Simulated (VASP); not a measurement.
Runs of VASP 6.6.1 on GaAs. It takes space group F-43m (No. 216, cubic). The conventional cell has a = 5.762 Å, b = 5.762 Å, c = 5.762 Å, α = 90.00°, β = 90.00°, γ = 90.00°. Around Ga (site symmetry -43m) lie 4 As at 2.49 Å. Around As (site symmetry -43m) lie 4 Ga at 2.49 Å. 

```csv
task,cell,gap on the mesh (eV),pressure (GPa)
single point,a relaxed cell with its volume scaled by 0.91,0.87,7.3
single point,a relaxed cell with its volume scaled by 1.09,none,(b)
relaxation of cell and atoms,relaxed,0.16,0.0
single point,a relaxed cell with its volume scaled by 0.94,(c),(a)
band structure,as given,0.16,-
single point,a relaxed cell with its volume scaled by 1.03,none,-1.7
single point,as given,0.16,0.0
single point,a relaxed cell with its volume scaled by 0.97,0.38,2.0
single point,a relaxed cell with its volume scaled by 1.06,none,-3.1
Born charges and dielectric tensor,as given,0.16,-
```

Alike in all rows: level PBE; potentials or basis VASP PAW PBE potentials, release 64 (Ga, As); no spin polarisation; k mesh 10 × 10 × 10; cutoff (eV) 520; smearing gaussian 0.02 eV.

Problem. Fill in the values left out.

Solution. (a) 4.5; (b) -4.3; (c) 0.62.

Caveats: the relaxation stopped at its first step, so nothing moved (some runs); the gap is small at this level, which inflates the dielectric constant (some runs).

A k mesh can miss the band edges, and the runs leave out spin-orbit coupling on As, Ga.

A gap of «none» marks a metal or a gap under the smearing width.
